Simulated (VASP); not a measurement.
Cost and result of VASP (PAW) for the band gap of ZrO2 (fluorite). Gaps are without spin-orbit coupling. Each level names its cell: its own relaxed one, PBE's, or the starting one. A gap is the smallest over the k-mesh and a band path; hybrids may have named points in place of the path, and GW has the mesh alone. The cost counts the self-consistent run with its band path or extra points (for GW, with the PBE run and the diagonalisation ahead of it), each on the mesh and cut-off of its row, so the ratios hold those differences too. With PBE it took about 20 core-seconds. Times come from single runs on busy shared machines, so they are rough: good to a factor of about 2.

```
level              k-mesh  cut-off (eV)  band gap (eV)  cost over PBE
-----------------  ------  ------------  -------------  -------------
PBE (own cell)      8×8×8           520           3.31      reference
SCAN (own cell)     8×8×8           520           3.88  about 4 times
r2SCAN (own cell)   8×8×8           520              ?  about 4 times
```

**Question.** Complete the blanks.

**Answer.** 
- r2SCAN (own cell), band gap (eV): 3.87

Left out are levels that failed, ran on another kind of processor or have no fit band path; at most nine are shown.

The compound is ZrO2 in the fluorite structure, the high-temperature cubic form, which is unstable at 0 K; the monoclinic form is the stable one.
